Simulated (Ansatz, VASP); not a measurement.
# Cross-check of SiC (Moissanite) between VASP and Ansatz, part 2 of 3

One calculation is typed for both programs; each brings its own data sets. How far apart do they land? The cell is taken from a series of runs on this material, whose earlier steps may have relaxed, scaled, displaced or heated it; both programs get it as it stands.

VASP 6.6.1 and Ansatz 0.2.0.

So far: The structure; Ansatz: zone-centre phonons, LDA, pair 1.

## Step 3: VASP: zone-centre phonons, LDA, pair 1

Level of this step: LDA; plane waves and PAW (C, Si) (VASP).

The same cell, functional (in two slightly different forms) and mesh now go to VASP, with its own data sets.

Lines of VASP's logs that name or quote its potential files are left out, and so is its time.

INCAR reads:

```
SYSTEM = SiC
PREC = Accurate
ENCUT = 600
EDIFF = 1E-08
NELM = 120
ISMEAR = 0
SIGMA = 0.01
LREAL = .FALSE.
ALGO = Normal
GGA = CA
NBANDS = 14
LORBIT = 11
LWAVE = .FALSE.
LCHARG = .FALSE.
ISIF = 2
IBRION = 8
LEPSILON = .TRUE.
LASPH = .TRUE.
GGA_COMPAT = .FALSE.
EFERMI = MIDGAP
KPAR = 2
```

POSCAR reads:

```
SiC
1.0
    3.0360651061      0.0000000000      0.0000000000
   -1.5180325531      2.6293095094      0.0000000000
    0.0000000000      0.0000000000      4.9818005888
C Si
2 2
Direct
    0.3333333333      0.6666666667      0.3803937904
    0.6666666667      0.3333333333      0.8803937904
    0.3333333333      0.6666666667      0.0046062096
    0.6666666667      0.3333333333      0.5046062096
```

KPOINTS reads:

```
Automatic mesh
0
Gamma
12 12 6
0 0 0
```

PAW data sets: C and Si (LDA family, release 64).

The run is started by

```bash
$ mpirun -np 2 vasp_std
```

The log of the run:

```text
[banner, memory and clock lines left out]
running    2 mpi-ranks, on    1 nodes
 distrk:  each k-point on    1 cores,    2 groups
 distr:  one band on    1 cores,    1 groups

 POSCAR found type information on POSCAR C Si
 POSCAR found :  2 types and       4 ions
 LDA part: xc-table for (Slater(with rela. corr.)+CA(PZ))
 , standard interpolation
 POSCAR, INCAR and KPOINTS ok, starting setup
 FFT: planning ... GRIDC
 FFT: planning ... GRID_SOFT
 FFT: planning ... GRID
 WAVECAR not read
 entering main loop
       N       E                     dE             d eps       ncg     rms          rms(c)
DAV:   1     0.312250593074E+02    0.31225E+02   -0.79970E+03  2128   0.115E+03
DAV:   2    -0.345028094018E+02   -0.65728E+02   -0.60022E+02  2908   0.184E+02
DAV:   3    -0.375697424788E+02   -0.30669E+01   -0.30501E+01  2992   0.374E+01
DAV:   4    -0.375988530261E+02   -0.29111E-01   -0.29106E-01  2350   0.447E+00
DAV:   5    -0.375992191207E+02   -0.36609E-03   -0.36605E-03  3004   0.472E-01    0.134E+01
DAV:   6    -0.334496724042E+02    0.41495E+01   -0.96172E+00  2746   0.191E+01    0.626E+00
DAV:   7    -0.333102020876E+02    0.13947E+00   -0.12197E+00  2938   0.691E+00    0.250E+00
DAV:   8    -0.332712005504E+02    0.39002E-01   -0.68060E-02  2530   0.168E+00    0.733E-01
DAV:   9    -0.332657769411E+02    0.54236E-02   -0.90121E-03  2548   0.670E-01    0.118E-01
DAV:  10    -0.332658242380E+02   -0.47297E-04   -0.51057E-04  2752   0.159E-01    0.620E-02
DAV:  11    -0.332658279804E+02   -0.37424E-05   -0.14388E-05  2668   0.321E-02    0.199E-02
DAV:  12    -0.332658268133E+02    0.11672E-05   -0.28564E-06  2710   0.106E-02    0.629E-03
DAV:  13    -0.332658264548E+02    0.35850E-06   -0.13079E-06  2746   0.680E-03    0.133E-03
DAV:  14    -0.332658264603E+02   -0.55340E-08   -0.54470E-08  2590   0.186E-03
   1 F= -.33265826E+02 E0= -.33265826E+02  d E =0.000000E+00
 Linear response reoptimize wavefunctions to high precision
DAV:   1    -0.332658264609E+02   -0.58799E-09   -0.48155E-10  2132   0.197E-04
DAV:   2    -0.332658264609E+02   -0.18417E-10   -0.45207E-11  1430   0.610E-05
 Linear response G [H, r] |phi>, progress :
  Direction:   1
       N       E                     dE             d eps       ncg     rms
RMM:   1    -0.694429494791E+02   -0.69443E+02    0.57709E+01  5563   0.635E+01
RMM:   2    -0.515309166787E+02    0.17912E+02   -0.63469E+00  3636   0.180E+01
RMM:   3    -0.515715190236E+02   -0.40602E-01   -0.10022E-01  3868   0.218E+00
RMM:   4    -0.515719780285E+02   -0.45900E-03   -0.30944E-03  4160   0.344E-01
RMM:   5    -0.515719961851E+02   -0.18157E-04   -0.12634E-04  4142   0.648E-02
RMM:   6    -0.515720016796E+02   -0.54945E-05   -0.14089E-05  4264   0.138E-02
RMM:   7    -0.515720015249E+02    0.15471E-06   -0.17677E-07  4202   0.320E-03
RMM:   8    -0.515720014515E+02    0.73441E-07    0.49646E-06  4096   0.860E-04
RMM:   9    -0.515720014368E+02    0.14621E-07    0.17119E-05  3476   0.318E-04
RMM:  10    -0.515720014868E+02   -0.49979E-07    0.13885E-05  2939   0.180E-04
RMM:  11    -0.515720014892E+02   -0.23594E-08    0.74262E-06  2747   0.149E-04
RMM:  12    -0.515720014773E+02    0.11914E-07    0.17347E-05  2666   0.142E-04
RMM:  13    -0.515720014729E+02    0.43421E-08   -0.18884E-06  2326   0.139E-04
RMM:  14    -0.515720014771E+02   -0.41950E-08    0.20488E-06  2093   0.139E-04
 Linear response G [H, r] |phi>, progress :
  Direction:   2
       N       E                     dE             d eps       ncg     rms
RMM:   1    -0.808256899318E+02   -0.80826E+02   -0.12025E+02  5402   0.602E+01
RMM:   2    -0.646577830655E+02    0.16168E+02   -0.48071E+00  3614   0.161E+01
RMM:   3    -0.646957204272E+02   -0.37937E-01   -0.63338E-02  3818   0.182E+00
RMM:   4    -0.646961884841E+02   -0.46806E-03   -0.73266E-04  4040   0.265E-01
RMM:   5    -0.646962701973E+02   -0.81713E-04    0.75967E-05  4071   0.445E-02
RMM:   6    -0.646962818727E+02   -0.11675E-04    0.16577E-05  4134   0.836E-03
RMM:   7    -0.646962835100E+02   -0.16373E-05   -0.99995E-07  4108   0.167E-03
RMM:   8    -0.646962838802E+02   -0.37019E-06   -0.22891E-05  3922   0.409E-04
RMM:   9    -0.646962836569E+02    0.22335E-06   -0.15117E-06  3225   0.165E-04
RMM:  10    -0.646962836790E+02   -0.22132E-07    0.67292E-06  2748   0.120E-04
RMM:  11    -0.646962836763E+02    0.27231E-08    0.16373E-06  2553   0.115E-04
RMM:  12    -0.646962836788E+02   -0.24990E-08    0.33331E-06  2376   0.115E-04
RMM:  13    -0.646962836744E+02    0.43738E-08    0.18209E-06  2170   0.115E-04
 Linear response G [H, r] |phi>, progress :
  Direction:   3
       N       E                     dE             d eps       ncg     rms
RMM:   1    -0.808519644127E+02   -0.80852E+02   -0.77331E+01  5389   0.611E+01
RMM:   2    -0.580134922153E+02    0.22838E+02   -0.56972E+00  3580   0.164E+01
RMM:   3    -0.580524541072E+02   -0.38962E-01   -0.77671E-02  3799   0.189E+00
RMM:   4    -0.580534967656E+02   -0.10427E-02   -0.12324E-03  3982   0.274E-01
[...]
RMM:   5    -0.717370747720E+00   -0.81665E-07   -0.15043E-08  3717   0.118E-03
RMM:   6    -0.717370754512E+00   -0.67920E-08    0.10320E-08  2873   0.217E-04
 change of polarisation eV/A/(eV/A) component  3 :    -0.179    -0.099     1.435
 dielectric tensor                  component  3 :    -0.815    -0.452     7.528
[...]
RMM:   4    -0.715945492856E+00   -0.17463E-01   -0.15938E-02  3648   0.706E-01    0.103E-01
RMM:   5    -0.719230436581E+00   -0.32849E-02   -0.40889E-04  3703   0.139E-01    0.159E-02
RMM:   6    -0.719574346855E+00   -0.34391E-03   -0.68001E-06  3909   0.169E-02    0.624E-03
RMM:   7    -0.719625994917E+00   -0.51648E-04   -0.20282E-07  3865   0.304E-03    0.189E-03
RMM:   8    -0.719668274032E+00   -0.42279E-04   -0.53775E-08  3971   0.145E-03    0.157E-04
RMM:   9    -0.719669159334E+00   -0.88530E-06   -0.28902E-09  3765   0.192E-04    0.581E-05
RMM:  10    -0.719669168975E+00   -0.96409E-08   -0.97895E-09  2789   0.585E-05    0.772E-06
 change of polarisation eV/A/(eV/A) component  3 :    -0.178    -0.099     1.365
 dielectric tensor                  component  3 :    -0.808    -0.450     7.210
 Linear response DOF=           4
 Linear response progress:
  Degree of freedom:   1/  4
       N       E                     dE             d eps       ncg     rms          rms(c)
RMM:   1    -0.128684769010E+00   -0.12868E+00    0.58440E-02 26388   0.211E+00
RMM:   2    -0.125242248142E+00    0.34425E-02   -0.37758E-03 19755   0.442E-01    0.220E-01
RMM:   3    -0.125137667373E+00    0.10458E-03   -0.12372E-03 19318   0.208E-01    0.109E-01
RMM:   4    -0.126240456524E+00   -0.11028E-02   -0.10665E-03 19750   0.177E-01    0.195E-02
RMM:   5    -0.126162820688E+00    0.77636E-04   -0.17814E-05 21402   0.286E-02    0.321E-03
RMM:   6    -0.126201876202E+00   -0.39056E-04   -0.73591E-07 22400   0.569E-03    0.931E-04
RMM:   7    -0.126196851220E+00    0.50250E-05   -0.21853E-06 22770   0.111E-03    0.283E-04
RMM:   8    -0.126198039929E+00   -0.11887E-05   -0.52276E-07 22610   0.281E-04    0.492E-05
RMM:   9    -0.126197966084E+00    0.73845E-07   -0.44286E-07 23027   0.829E-05    0.846E-06
RMM:  10    -0.126198099726E+00   -0.13364E-06    0.59006E-09 23084   0.321E-05    0.481E-06
RMM:  11    -0.126198047537E+00    0.52190E-07   -0.32881E-08 22575   0.164E-05    0.573E-07
RMM:  12    -0.126198056904E+00   -0.93677E-08    0.10952E-08 20810   0.928E-06    0.329E-07
 first order change of Fermi-energy  -0.44058E+00
 force on displaced ion       1 direction 1 : -20.881   0.000  -0.000
 Born effective charge ion    1 direction 1 :  -2.692  -0.000  -0.000
 Linear response progress:
  Degree of freedom:   2/  4
       N       E                     dE             d eps       ncg     rms          rms(c)
RMM:   1    -0.141164958916E+00   -0.14116E+00    0.84930E-02  5964   0.218E+00
RMM:   2    -0.136136460537E+00    0.50285E-02   -0.37483E-03  4605   0.466E-01    0.235E-01
RMM:   3    -0.135431828311E+00    0.70463E-03   -0.27191E-03  4751   0.254E-01    0.115E-01
RMM:   4    -0.136036016912E+00   -0.60419E-03   -0.60880E-04  4767   0.125E-01    0.409E-02
RMM:   5    -0.136240171327E+00   -0.20415E-03   -0.46044E-05  4735   0.361E-02    0.902E-03
RMM:   6    -0.136262029303E+00   -0.21858E-04   -0.45707E-07  5057   0.694E-03    0.236E-03
RMM:   7    -0.136241871170E+00    0.20158E-04    0.55190E-07  4818   0.301E-03    0.624E-04
RMM:   8    -0.136246031692E+00   -0.41605E-05   -0.36379E-07  5194   0.851E-04    0.178E-04
RMM:   9    -0.136245828459E+00    0.20323E-06   -0.20733E-08  5262   0.210E-04    0.471E-05
RMM:  10    -0.136245677898E+00    0.15056E-06   -0.68856E-08  5121   0.776E-05    0.140E-05
RMM:  11    -0.136245715836E+00   -0.37938E-07   -0.14299E-07  5417   0.288E-05    0.401E-06
RMM:  12    -0.136245707977E+00    0.78593E-08   -0.30888E-08  5210   0.112E-05    0.122E-06
 first order change of Fermi-energy   0.39880E+00
 force on displaced ion       1 direction 3 :   0.000   0.000 -26.038
 Born effective charge ion    1 direction 3 :   0.000   0.000  -2.893
 Linear response progress:
  Degree of freedom:   3/  4
       N       E                     dE             d eps       ncg     rms          rms(c)
RMM:   1    -0.179594400586E-01   -0.17959E-01   -0.85197E-04 29823   0.976E-01
RMM:   2    -0.151822828968E-01    0.27772E-02   -0.66984E-04 20093   0.244E-01    0.138E-01
RMM:   3    -0.150895500757E-01    0.92733E-04    0.24165E-04 20969   0.651E-02    0.786E-02
RMM:   4    -0.151739958750E-01   -0.84446E-04    0.20053E-04 20217   0.597E-02    0.963E-03
RMM:   5    -0.151872401718E-01   -0.13244E-04   -0.25288E-05 21610   0.113E-02    0.170E-03
RMM:   6    -0.151856918340E-01    0.15483E-05    0.34503E-07 22418   0.137E-03    0.866E-04
RMM:   7    -0.151844943213E-01    0.11975E-05   -0.15286E-06 22665   0.389E-04    0.612E-05
RMM:   8    -0.151844781394E-01    0.16182E-07    0.14215E-09 22798   0.752E-05    0.246E-05
RMM:   9    -0.151845042102E-01   -0.26071E-07   -0.29996E-08 23035   0.273E-05    0.329E-06
RMM:  10    -0.151845003588E-01    0.38514E-08    0.95412E-09 23127   0.889E-06    0.119E-06
 first order change of Fermi-energy  -0.85471E+00
 force on displaced ion       3 direction 1 : -21.462  -0.001  -0.000
 Born effective charge ion    3 direction 1 :   2.691  -0.000  -0.000
 Linear response progress:
  Degree of freedom:   4/  4
       N       E                     dE             d eps       ncg     rms          rms(c)
RMM:   1    -0.371873869811E-01   -0.37187E-01    0.46563E-02  7436   0.152E+00
RMM:   2    -0.287538221108E-01    0.84336E-02   -0.38673E-03  4591   0.416E-01    0.164E-01
RMM:   3    -0.281658640845E-01    0.58796E-03   -0.63983E-04  4785   0.136E-01    0.858E-02
RMM:   4    -0.280423138797E-01    0.12355E-03   -0.53164E-04  4960   0.703E-02    0.326E-02
RMM:   5    -0.279986911668E-01    0.43623E-04   -0.13707E-04  5046   0.266E-02    0.574E-03
RMM:   6    -0.279970651109E-01    0.16261E-05   -0.40257E-05  4889   0.723E-03    0.179E-03
RMM:   7    -0.279930296328E-01    0.40355E-05   -0.50121E-06  5100   0.198E-03    0.505E-04
RMM:   8    -0.279932780563E-01   -0.24842E-06   -0.16493E-06  5155   0.665E-04    0.200E-04
RMM:   9    -0.279933101453E-01   -0.32089E-07   -0.16601E-06  5164   0.276E-04    0.347E-05
RMM:  10    -0.279933614738E-01   -0.51328E-07   -0.19006E-06  5181   0.648E-05    0.145E-05
RMM:  11    -0.279932860466E-01    0.75427E-07   -0.10147E-07  5263   0.187E-05    0.362E-06
RMM:  12    -0.279932745389E-01    0.11508E-07    0.16160E-08  5142   0.742E-06    0.110E-06
RMM:  13    -0.279932727050E-01    0.18339E-08   -0.13291E-08  4311   0.400E-06    0.342E-07
 first order change of Fermi-energy  -0.39881E+00
 force on displaced ion       3 direction 3 :  -0.000   0.000 -28.907
 Born effective charge ion    3 direction 3 :   0.000   0.000   2.893
 Born effective charges drift removed
 Linear response finished
```

[end of part 2 of 3]

[Lines on the potential files, build, host, timing and source positions are cut from VASP's logs without a mark.]

[Logs are printed without paths, hosts, clocks, repeated set-up lines and the standing remarks that a program may print on its own settings, such as how far it seeks lower states.]

[Hosts, paths, dates, database ids (printed as entryN), source tags and the programs' standing remarks are cut or masked in the printed files.]
